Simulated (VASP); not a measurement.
```
Au
1.0
   -2.53746     2.53746     1.38447
    2.53746    -2.53746     1.38447
    2.53746     2.53746    -1.38447
Au
2
Direct
  0.75000   0.25000   0.50000
  0.00000   0.00000   0.00000
```

These are PBEsol GGA, VASP's PBE PAW potentials (set 64) (plane waves; VASP) values and carry that method's errors. Settings: 400 eV cut-off, 13×13×13 Γ-centred mesh, first-order Methfessel-Paxton smearing of 0.10 eV, potentials Au.

Energy and stress use the plane-wave basis of the starting cell.

Problem. The ions, cell shape and volume are relaxed. Predict the relaxed structure.

Solution. 
```
Au
1.0
   -2.62530     2.62530     1.34603
    2.62530    -2.62530     1.34603
    2.62530     2.62530    -1.34603
Au
2
Direct
  0.75000   0.25000   0.50000
  0.00000   0.00000   0.00000
```
Space group I4_1/amd (141), at a tolerance of 0.03 Å.

Problem. How do energy and volume change from the first to the last step?

Solution. The energy (σ→0) changes by -47.8 meV/atom and the volume by +4.1 %, in 16 ionic steps.

```json
[
 {"step": "1", "E(σ→0) (eV)": "-7.3567", "max force (eV/Å)": "0.000", "pressure (GPa)": "7.15", "volume (Å³)": "35.66"},
 {"step": "2", "E(σ→0) (eV)": "-7.3724", "max force (eV/Å)": "0.000", "pressure (GPa)": "-8.50", "volume (Å³)": "39.85"},
 {"step": "3", "E(σ→0) (eV)": "-7.4344", "max force (eV/Å)": "0.000", "pressure (GPa)": "-2.59", "volume (Å³)": "37.75"},
 {"step": "4", "E(σ→0) (eV)": "-7.4461", "max force (eV/Å)": "0.000", "pressure (GPa)": "1.12", "volume (Å³)": "36.93"},
 {"step": "5", "E(σ→0) (eV)": "-7.4522", "max force (eV/Å)": "0.000", "pressure (GPa)": "-0.36", "volume (Å³)": "37.21"},
 {"step": "6", "E(σ→0) (eV)": "-7.4522", "max force (eV/Å)": "0.000", "pressure (GPa)": "-0.42", "volume (Å³)": "37.22"},
 {"step": "7", "E(σ→0) (eV)": "-7.4523", "max force (eV/Å)": "0.000", "pressure (GPa)": "0.30", "volume (Å³)": "37.04"},
 {"step": "8", "E(σ→0) (eV)": "-7.4524", "max force (eV/Å)": "0.000", "pressure (GPa)": "-0.06", "volume (Å³)": "37.12"},
 {"step": "9", "E(σ→0) (eV)": "-7.4524", "max force (eV/Å)": "0.000", "pressure (GPa)": "-0.02", "volume (Å³)": "37.12"},
 {"step": "10", "E(σ→0) (eV)": "-7.4524", "max force (eV/Å)": "0.000", "pressure (GPa)": "-0.25", "volume (Å³)": "37.17"},
 {"step": "11", "E(σ→0) (eV)": "-7.4524", "max force (eV/Å)": "0.000", "pressure (GPa)": "-0.12", "volume (Å³)": "37.13"},
 {"step": "12", "E(σ→0) (eV)": "-7.4524", "max force (eV/Å)": "0.000", "pressure (GPa)": "-0.07", "volume (Å³)": "37.13"},
 {"step": "13", "E(σ→0) (eV)": "-7.4524", "max force (eV/Å)": "0.000", "pressure (GPa)": "-0.08", "volume (Å³)": "37.12"},
 {"step": "14", "E(σ→0) (eV)": "-7.4524", "max force (eV/Å)": "0.000", "pressure (GPa)": "-0.07", "volume (Å³)": "37.12"},
 {"step": "15", "E(σ→0) (eV)": "-7.4524", "max force (eV/Å)": "0.000", "pressure (GPa)": "0.07", "volume (Å³)": "37.10"},
 {"step": "16", "E(σ→0) (eV)": "-7.4524", "max force (eV/Å)": "0.000", "pressure (GPa)": "0.02", "volume (Å³)": "37.11"}
]
```

The structure was generated: Au was put into the beta-Sn type (I4_1/amd), which need not be its known phase. This run relaxes it. Symmetry was kept, so distortions that lower it aren't found.
